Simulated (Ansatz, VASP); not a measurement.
**WC (Qusongite) in two plane-wave programs**

Wanted: the spread between two codes on one cell, functional and k mesh.

Calculated with Ansatz 0.2.0; plane waves, with VASP 6.6.1 beside it; single point at PBE and single point at PBE, spin-orbit coupling.

### Step 1. Starting point

The structure is hexagonal, space group P-6m2 (No. 187). Conventional cell: a = 2.907 Å, b = 2.907 Å, c = 2.837 Å, α = 90.00°, β = 90.00°, γ = 120.00°. Nearest to W lie 6 C at 2.20 Å. Nearest to C lie 6 W at 2.20 Å. Farther neighbours are not listed.

As a file:

```xyz
2
Lattice="2.9065 0.0000 0.0000 -1.4532 2.5171 0.0000 0.0000 0.0000 2.8366" Properties=species:S:1:pos:R:3 pbc="T T T"
W     0.0000    0.0000    0.0000
C     1.4533    0.8390    1.4183
```

### Step 2. VASP: single point, PBE

A single point gives forces, pressure and levels at one fixed geometry, so differences don't come from the geometry; what else differs is listed under the comparison.

Lines of VASP's logs that name or quote its potential files are left out, and so is its time.

INCAR reads:

```
SYSTEM = WC
PREC = Accurate
ENCUT = 520
EDIFF = 1E-07
NELM = 100
ISMEAR = 0
SIGMA = 0.05
LREAL = .FALSE.
ALGO = Normal
GGA = PE
NBANDS = 20
LWAVE = .FALSE.
LCHARG = .FALSE.
KPAR = 4
LOPTICS = .TRUE.
NEDOS = 2000
CSHIFT = 0.15
```

POSCAR reads:

```
WC
1.0
    2.9065000000      0.0000000000      0.0000000000
   -1.4532500000      2.5171028361      0.0000000000
    0.0000000000      0.0000000000      2.8366000000
W C
1 1
Direct
    0.0000000000      0.0000000000      0.0000000000
    0.6666666667      0.3333333333      0.5000000000
```

KPOINTS reads:

```
Automatic mesh
0
Gamma
14 14 12
0 0 0
```

The projector-augmented-wave data sets are W and C (PBE family, release 64).

On the command line:

```bash
mpirun -np 4 vasp_std
```

Numbers of over 12 decimals in the logs are rounded to 6 here.

What it wrote:

```text
[banner, memory and clock lines left out]
running    4 mpi-ranks, on    1 nodes
 distrk:  each k-point on    1 cores,    4 groups
 distr:  one band on    1 cores,    1 groups

 POSCAR found type information on POSCAR W C
 POSCAR found :  2 types and       2 ions
 LDA part: xc-table for (Slater+PW92), standard interpolation
 POSCAR, INCAR and KPOINTS ok, starting setup
 FFT: planning ... GRIDC
 FFT: planning ... GRID_SOFT
 FFT: planning ... GRID
 WAVECAR not read
 entering main loop
       N       E                     dE             d eps       ncg     rms          rms(c)
DAV:   1     0.205475164019E+02    0.20548E+02   -0.44714E+03  6736   0.451E+02
DAV:   2    -0.245275387275E+02   -0.45075E+02   -0.41656E+02  7740   0.127E+02
DAV:   3    -0.256881588806E+02   -0.11606E+01   -0.11535E+01  8800   0.174E+01
DAV:   4    -0.256908921705E+02   -0.27333E-02   -0.27328E-02  8200   0.949E-01
DAV:   5    -0.256908988525E+02   -0.66820E-05   -0.66822E-05  8916   0.464E-02    0.340E+01
DAV:   6    -0.226446738264E+02    0.30462E+01   -0.10924E+01  9736   0.125E+01    0.113E+01
DAV:   7    -0.225614510786E+02    0.83223E-01   -0.54581E-01  7896   0.322E+00    0.811E+00
DAV:   8    -0.225212394036E+02    0.40212E-01   -0.57377E-02  8348   0.133E+00    0.182E+00
DAV:   9    -0.225184295385E+02    0.28099E-02   -0.36071E-03  7980   0.329E-01    0.165E-01
DAV:  10    -0.225184004433E+02    0.29095E-04   -0.39576E-04  9008   0.981E-02    0.135E-02
DAV:  11    -0.225183969741E+02    0.34693E-05   -0.14478E-05  8560   0.178E-02    0.634E-03
DAV:  12    -0.225183956995E+02    0.12746E-05   -0.12699E-06  8540   0.514E-03    0.872E-03
DAV:  13    -0.225183958895E+02   -0.19001E-06   -0.13682E-07  6628   0.211E-03    0.124E-03
DAV:  14    -0.225183958742E+02    0.15306E-07   -0.21947E-08  5348   0.937E-04
   1 F= -.22518396E+02 E0= -.22518200E+02  d E =-.392701E-03
 optical routines
 imaginary and real dielectric function
 recalculating local potential from charge density
 direction            1
 direction            2
 direction            3
```

Parts of OUTCAR (step 2):

```text
ion  position               nearest neighbor table
   1  0.000  0.000  0.000-   2 2.20   2 2.20   2 2.20   2 2.20   2 2.20   2 2.20
   2  0.667  0.333  0.500-   1 2.20   1 2.20   1 2.20   1 2.20   1 2.20   1 2.20

  LATTYP: Found a hexagonal cell.
 ALAT       =     2.9065000000
 C/A-ratio  =     0.9759504559

 Subroutine GETGRP returns: Found 12 space group operations
 (whereof 12 operations were pure point group operations)

The static configuration has the point symmetry D_3h.

 Found    168 irreducible k-points:

   k-points           NKPTS =    168   k-points in BZ     NKDIM =    168   number of bands    NBANDS=     20

   dimension x,y,z NGX =    24 NGY =   24 NGZ =   24
   dimension x,y,z NGXF=    48 NGYF=   48 NGZF=   48

   ENCUT  =  520.0 eV  38.22 Ry    6.18 a.u.   5.40  5.40  5.27*2*pi/ulx,y,z

   NELECT =      10.0000    total number of electrons

 k-points in reciprocal lattice and weights: Automatic mesh
   0.00000000  0.00000000  0.00000000       0.000
   0.07142857  0.00000000  0.00000000       0.003
   0.14285714  0.00000000  0.00000000       0.003
   0.21428571 -0.00000000  0.00000000       0.003
   0.28571429  0.00000000  0.00000000       0.003
   0.35714286  0.00000000  0.00000000       0.003
   0.42857143 -0.00000000  0.00000000       0.003
   0.50000000 -0.00000000  0.00000000       0.001
   0.07142857  0.07142857  0.00000000       0.003
[...]
0.28571429  0.28571429  0.50000000       0.003
   0.35714286  0.28571429  0.50000000       0.003

 average (electrostatic) potential at core
       1 -37.3203       2 -46.1122

 E-fermi :   8.2667

 k-point     1 :       0.0000    0.0000    0.0000
  band No.  band energies     occupation
      1      -6.1272      2.00000
      2       3.9986      2.00000
      3       4.9780      2.00000
      4       4.9780      2.00000
      5       8.4430      0.00000
      6      11.4958      0.00000
      7      11.4958      0.00000
      8      13.9556      0.00000
      9      13.9556      0.00000
    ...

 k-point     2 :       0.0714    0.0000    0.0000
  band No.  band energies     occupation
      1      -5.9991      2.00000
      2       4.0398      2.00000
      3       4.7942      2.00000
      4       5.1038      2.00000
      5       8.0299      2.00000
      6      11.4477      0.00000
      7      11.9533      0.00000
      8      13.6778      0.00000
      9      13.8613      0.00000
     10      15.2428      0.00000
    ...

 k-point     3 :       0.1429    0.0000    0.0000
  band No.  band energies     occupation
      1      -5.6293      2.00000
      2       3.8292      2.00000
      3       4.6714      2.00000
      4       5.4655      2.00000
      5       7.2115      2.00000
      6      11.3158      0.00000
      7      12.8783      0.00000
      8      13.0120      0.00000
      9      13.6183      0.00000
     10      16.2269      0.00000
    ...

  Total        0.5962655      0.5962655      0.6167178      0.0000000     -0.0000000      0.0000000
  in kB       46.0342271     46.0342271     47.6132349      0.0000000     -0.0000000      0.0000000
  external PRESSURE =      46.5605630 kB  Pullay stress =       0.0000000 kB

  energy-cutoff  :      520.00
  volume of cell :       20.75
      direct lattice vectors                 reciprocal lattice vectors
     2.906500000  0.000000000  0.000000000     0.344056425  0.198641070  0.000000000
    -1.453250000  2.517102836  0.000000000     0.000000000  0.397282139  0.000000000
     0.000000000  0.000000000  2.836600000     0.000000000  0.000000000  0.352534725

 POSITION                                       TOTAL-FORCE (eV/Angst)
 -----------------------------------------------------------------------------------
      0.00000      0.00000      0.00000        -0.000000      0.000000      0.000000
      1.45325      0.83903      1.41830         0.000000     -0.000000      0.000000
 -----------------------------------------------------------------------------------
    total drift:                               -0.000000      0.000000      0.000000

  FREE ENERGIE OF THE ION-ELECTRON SYSTEM (eV)
  ---------------------------------------------------
  free  energy   TOTEN  =       -22.5183958742 eV

  energy  without entropy=      -22.5180031727  energy(sigma->0) =      -22.51819952

 plasma frequency squared (from intraband transitions) (eV^2)
  --------------------------------------------------------------------------------------
      10.347       0.000       0.000
       0.000      10.347      -0.000
       0.000      -0.000       5.816

[... 3 further parts left out ...]
```

The intraband (Drude) part is not in this spectrum.

### Step 3. Ansatz: single point, PBE

Ansatz runs on its default PAW (the set named soft_2) files.

The same cell, functional, mesh and smearing now go to Ansatz, which takes its cutoff from its data sets.

input.yaml reads:

```yaml
crystal:
  lattice:
    - [2.9065, 0.0, 0.0]
    - [-1.45325, 2.5171028361, 0.0]
    - [0.0, 0.0, 2.8366]
  atoms:
    - { symbol: W, position: [0.0, 0.0, 0.0] }
    - { symbol: C, position: [0.6666666667, 0.3333333333, 0.5] }
hamiltonian:
  xc: pbe
  pseudopotentials: { kind: paw }
kpoints:
  mp_grid: { grid: [14, 14, 12] }
scf:
  occupations: { method: gaussian, width: 0.05 }
  n_extra_bands: 4
output:
  forces: true
  stress: true
  eigenvalues: true
```

On the command line:

```bash
ansatz run input.yaml --threads 2 --pin off --max-ram 4608MiB --backend cpu --events-out ev --progress --plain --runs-dir out
```

What it wrote:

```text
scf.n_extra_bands = 4 over 9 filled bands (N_el = 18.0): the run solves 13 bands
Engine: ansatz 0.2.0, aarch64-unknown-linux-gnu
Pseudopotentials: kind: paw
Pseudopotential: W, paw, valence charge 14, recommended cutoff 420 eV (normal), W.paw.azcp
Pseudopotential: C, paw, valence charge 4, recommended cutoff 420 eV (normal), C.paw.azcp
Functional definition: PBE
  parameter kappa = 0.804
  parameter beta = 0.066725
  exchange = pbe_x(kappa = kappa, mu = beta*pi^2/3)
  correlation = pbe_c(beta = beta)
Crystal: 2 atoms, lattice volume = 20.752 Å³
Basis set: ecut = 420 eV, 405 PW (Γ), exchange–correlation on 40×40×40 points (8 copies of the dense FFT grid, shifted against one another)
Bands: 13, of which v1, the nominal top of the filled ones, is band 9 counted from 1 (8 counted from 0)
Symmetry: 12 space group operations
Space group: P-6m2 (ITA 187), of the structure as read, at distance tolerance 2.7e-5 Å
k-points: 168 of 2352 (time reversal used)
Non-local potential: W, projectors of the file, l = 0: 3, l = 1: 2, l = 2: 2, l = 3: 1
Non-local potential: C, projectors of the file, l = 0: 2, l = 1: 2, l = 2: 1
PAW form: soft (Blöchl's): semilocal exchange-correlation on the pseudo side does not see the compensation charge
PAW one-centre angular grid: W, 590 points (default); XC on 64 Gauss nodes
PAW one-centre angular grid: C, 110 points (default); XC on 64 Gauss nodes
Initial density: superposition of atomic densities (neutral atoms: chi_scale 0, normalization atom), corrected by the library's trained network
Initial wavefunctions: pseudopotential atomic-orbital guess
Functional: x = pbe(κ = 0.804, μ = 0.219515), c = pbe(β = 0.066725)
SCF iter   1: F=—  HF=-10636.050669 eV  |F-HF|=—  |Δ(HF+E_count)|=         —  Δρ=7.19e-3  dr2=2.48e-3  ethr=1.77e-3  ⟨swp⟩=5.8  Hψ=10948  notcnv=0
preconditioner: auto → none  [metal: Δε(μ)=0.040 eV  Ē_g=10.095 eV  σ=0.050 eV  W_gap=0.41  n_scr=8 (ndim 8)  ℏωp=25.8 eV  f_vac=0.000  D(μ)=0.33/eV (n_scr^D=0)  sad-step TF]
SCF iter   2: F=—  HF=-10636.053173 eV  |F-HF|=—  |Δ(HF+E_count)|=   2.50e-3  Δρ=4.17e-3  dr2=8.66e-4  ethr=1.38e-5  ⟨swp⟩=2.0  Hψ=4190  notcnv=0
SCF iter   3: F=—  HF=-10636.054209 eV  |F-HF|=—  |Δ(HF+E_count)|=   1.04e-3  Δρ=3.76e-4  dr2=2.62e-5  ethr=4.81e-6  ⟨swp⟩=2.3  Hψ=3290  notcnv=0
SCF iter   4: F=—  HF=-10636.054199 eV  |F-HF|=—  |Δ(HF+E_count)|=   1.05e-5  Δρ=1.34e-4  dr2=2.27e-6  ethr=1.45e-7  ⟨swp⟩=2.7  Hψ=3694  notcnv=0
iter 5 did not close the SCF: its close was put off for the readings that it lacked (scf_convergence_deferred on its scf_iter line)
SCF iter   5: F=-10636.054199 eV  HF=-10636.054199 eV  |F-HF|=6.41e-8  |Δ(HF+E_count)|=   2.99e-7  Δρ=2.50e-5  dr2=9.65e-8  ethr=1.26e-8  ⟨swp⟩=2.0  Hψ=3521  notcnv=0
SCF iter   6: F=-10636.054199 eV  HF=-10636.054199 eV  |F-HF|=3.26e-9  |Δ(HF+E_count)|=   3.42e-8  Δρ=5.63e-6  dr2=5.29e-9  ethr=5.36e-10  ⟨swp⟩=2.1  Hψ=8014  notcnv=0
SCF 1 converged in 6 iterations: F = -10636.054199 eV  dr2 = 5.29e-9
  greatest PAW one-centre occupation: 1.000 electrons in one spin orbital (limit 2), on the W atom at site 0 (counted from 0), in its partial waves of l = 0
SCF converged after 6 iterations
Free energy (F): -10636.054199 eV
Harris-Foulkes:  -10636.054199 eV  (|F-HF|=3.26e-9)
Internal energy: -10636.053777 eV  (E = F + TS)
E sigma→0 (E₀):  -10636.053988 eV
Entropy (-TS):   -0.000422 eV (-0.211 meV/atom)
Fermi energy:    20.557373 eV
--- Per-component energies (eV) ---
  E_band       = -58.463615
  E_kinetic    = 542.032569
  E_local      = -664.665382  (includes V_loc(G=0)·N_el)
  E_nonlocal   = 25.454945
  E_hartree    = 235.129395
  E_xc         = -316.593391
  E_vxc        = -300.495128  (∫ρ·V_xc dr)
  E_paw        = -8661.152207  (= ΣΔE_a)
  E_vpaw       = -131.047596  (= ΣTr[D̂ρ^β])
  E_aug_tail   = -0.000062  (compensation charges beyond the density's cutoff)
  E_ewald      = -1796.259643
  E_smearing   = -0.000422  (= −TS)
  E_closure    = 0.000000  (closes the sum)
  Σ components = -10636.054199   (vs F -10636.054199, Δ=0.00e0)
--- Forces (eV/Å), atoms counted from 1 ---
  atom   1  W      0.00000000     0.00000000     0.00000000
  atom   2  C      0.00000000    -0.00000000     0.00000000
  max |Σ_I F_I| component: 2.50e-16 eV/Å
--- Stress (GPa, compression-positive) ---
        5.685973       0.000000      -0.000000
        0.000000       5.685973      -0.000000
       -0.000000      -0.000000       5.561294
  P = ⅓ Tr σ = 5.6444 GPa (56.444 kbar)
--- Band table (eV; the first three rows and the last of 168) ---
  k-point 0: bands = [... 5 lower, 16.2728, 17.2457, 17.2457, 20.6684, 23.8188, 23.8188, 26.1968, 26.1968]
  k-point 1: bands = [... 5 lower, 16.1860, 17.3228, 17.3228, 20.6475, 23.2443, 23.2443, 26.5313, 26.5313]
  k-point 2: bands = [... 5 lower, 15.7931, 17.5433, 17.5433, 20.8294, 22.1987, 22.1987, 26.8006, 26.8006]
  k-point 167: bands = [... 5 lower, 13.4495, 15.1421, 18.9238, 19.9207, 25.0601, 26.9532, 27.9666, 29.8028]
```

The job ended after 2.2 s (2 threads of Arm Neoverse V2, shared host; peak memory 0.33 GiB; 3.9 s of CPU time).

In the SCF lines HF is the Harris–Foulkes energy and dr2 the Hartree energy of the density residual, in eV; the loop may stop once dr2 is under the threshold and the program's other checks hold. Hψ counts applications of the Hamiltonian.

The run ends at a pressure of 5.64 GPa.

### Step 4. Side by side

Known differences besides the potentials themselves: the data sets hold 18 valence electrons in Ansatz (default PAW (the set named soft_2) files) and 10 in VASP; the cutoff is 420 eV in Ansatz and 520 eV in VASP; VASP leaves aspherical gradient terms in its spheres out (LASPH is not set), Ansatz keeps them. Total energies have different zeros and are not compared.

Both answers:

| quantity | Ansatz | VASP | difference |
| --- | --- | --- | --- |
| pressure (GPa) | 5.64 | 4.66 | +0.99 |
| pressure without Ansatz's Pulay correction (GPa) | 5.33 | 4.66 | +0.68 |

Ansatz's pressure holds a Pulay correction of 0.31 GPa; VASP's holds none.

### Step 5. VASP: single point, PBE, spin-orbit coupling

A single point gives forces, pressure and levels at one fixed geometry, so differences don't come from the geometry; what else differs is listed under the comparison.

Edit INCAR of step 2 so:

```diff
@@ -10,3 +10,9 @@
 GGA = PE
-NBANDS = 20
+LNONCOLLINEAR = .TRUE.
+MAGMOM = 0 0 0 0 0 0
+NBANDS = 40
+GGA_COMPAT = .FALSE.
+LASPH = .TRUE.
+LSORBIT = .TRUE.
+LMAXMIX = 4
 LWAVE = .FALSE.
```

POSCAR is that of step 2.

KPOINTS reads:

```
Automatic mesh
0
Gamma
11 11 9
0 0 0
```

On the command line:

```bash
mpirun -np 4 vasp_ncl
```

What it wrote:

```text
[... set-up lines as in an earlier step ...]
 entering main loop
       N       E                     dE             d eps       ncg     rms          rms(c)
DAV:   1     0.282072871036E+02    0.28207E+02   -0.40459E+03 10400   0.460E+02
DAV:   2    -0.239758019103E+02   -0.52183E+02   -0.47443E+02 11864   0.137E+02
DAV:   3    -0.258291863938E+02   -0.18534E+01   -0.18303E+01 13328   0.234E+01
DAV:   4    -0.258354599739E+02   -0.62736E-02   -0.62719E-02 12832   0.147E+00
[...]
DAV:  12    -0.226983109876E+02    0.28269E-05   -0.53771E-06 14040   0.165E-02    0.530E-03
DAV:  13    -0.226983101815E+02    0.80616E-06   -0.35872E-07 12576   0.337E-03    0.645E-03
DAV:  14    -0.226983102317E+02   -0.50269E-07   -0.42489E-08 10536   0.153E-03
   1 F= -.22698310E+02 E0= -.22698155E+02  d E =-.310689E-03  mag=     0.0000     0.0000     0.0000
 optical routines
 imaginary and real dielectric function
 recalculating local potential from charge density
 direction            1
 direction            2
 direction            3
```

OUTCAR, selected parts (step 5):

```text
  Total        0.5941848      0.5941848      0.5066860     -0.0000000      0.0000000      0.0000000
  in kB       45.8735904     45.8735904     39.1183123     -0.0000000      0.0000000      0.0000000
  external PRESSURE =      43.6218310 kB  Pullay stress =       0.0000000 kB

  FREE ENERGIE OF THE ION-ELECTRON SYSTEM (eV)
  ---------------------------------------------------
  free  energy   TOTEN  =       -22.6983102317 eV

  energy  without entropy=      -22.6979995425  energy(sigma->0) =      -22.69815489

[... 2 parts as in an earlier step ...]

[... 2 further parts left out ...]
[key lines of the parts left out:]
E-fermi :   8.3385
```

### Step 6. Ansatz: single point, PBE, spin-orbit coupling

The same cell, functional, mesh and smearing now go to Ansatz, which takes its cutoff from its data sets.

Edit input.yaml of step 3 so:

```diff
@@ -10,8 +10,11 @@
   xc: pbe
-  pseudopotentials: { kind: paw }
+  pseudopotentials: { kind: paw_fr }
+magnetization:
+  noncollinear: true
+  spin_orbit: true
 kpoints:
-  mp_grid: { grid: [14, 14, 12] }
+  mp_grid: { grid: [11, 11, 9] }
 scf:
   occupations: { method: gaussian, width: 0.05 }
-  n_extra_bands: 4
+  n_extra_bands: 8
 output:
@@ -20 +23,5 @@
   eigenvalues: true
+  write_density: true
+  write_potential: true
+  elf: true
+  volumetric_format: npy
```

On the command line:

```bash
ansatz run input.yaml --threads 2 --pin off --max-ram 4608MiB --backend cpu --events-out ev --progress --plain --runs-dir out
```

What it wrote:

```text
[...]
non-collinear run that drives no moment, with spin-orbit: no starting moment large enough to seed its density (crystal.atoms[].spin), no starting occupations that ask for one, no magnetisation constraint and no magnetic field, so the semilocal B_xc is pinned to zero
Crystal: 2 atoms, lattice volume = 20.752 Å³
[...]
k-point 1: bands = [... 14 lower, 17.5372, 17.5372, 20.6374, 20.6374, 22.8265, 22.8265, 22.8554, 23.2940, ... 4 higher]
  k-point 2: bands = [... 14 lower, 17.8893, 17.8893, 21.0876, 21.0876, 21.3444, 21.6662, 21.6662, 21.8643, ... 4 higher]
  k-point 79: bands = [... 14 lower, 18.5034, 18.7300, 19.8605, 20.0544, 24.9165, 24.9840, 26.9018, 27.0692, ... 4 higher]
[key lines of the parts left out:]
SCF converged after 7 iterations
Magnetization: |M| = 0.0000 μB,  M = (+0.0000, +0.0000, +0.0000) μB
Free energy (F): -10660.676672 eV
Fermi energy:    20.631139 eV
P = ⅓ Tr σ = 5.2264 GPa (52.264 kbar)
```

Run time: 7.5 s. Hardware: 2 threads; peak memory 0.41 GiB.

The run ends at a pressure of 5.23 GPa.

### Step 7. Comparison

What differs besides the data sets and the points named for the pairs above, as far as they apply: spin-orbit coupling enters by fully relativistic files in Ansatz and inside the spheres in VASP; the data sets hold 18 valence electrons in Ansatz (fully relativistic PAW (standard-fr) files) and 10 in VASP. Total energies have different zeros and are not compared.

Compared:

| quantity | Ansatz | VASP | difference |
| --- | --- | --- | --- |
| pressure (GPa) | 5.23 | 4.36 | +0.86 |
| pressure without Ansatz's Pulay correction (GPa) | 4.92 | 4.36 | +0.55 |

Ansatz's pressure holds a Pulay correction of 0.31 GPa; VASP's holds none.

### Step 8. Summary of results

* difference in pressure (single point, PBE): 0.99 GPa
* difference in pressure (single point, PBE, spin-orbit coupling): 0.86 GPa

In words: The difference in pressure is 0.99 GPa (single point, PBE), at about the 1 GPa picked in this series as the mark of a large difference. How closely two codes agree says nothing of how well the functional describes the real material.

[Lines on the potential files, build, host, timing and source positions are cut from VASP's logs without a mark.]

[Logs are printed without paths, hosts, clocks, repeated set-up lines and the standing remarks that a program may print on its own settings, such as how far it seeks lower states.]

[Hosts, paths, dates, database ids (printed as entryN), source tags and the programs' standing remarks are cut or masked in the printed files.]
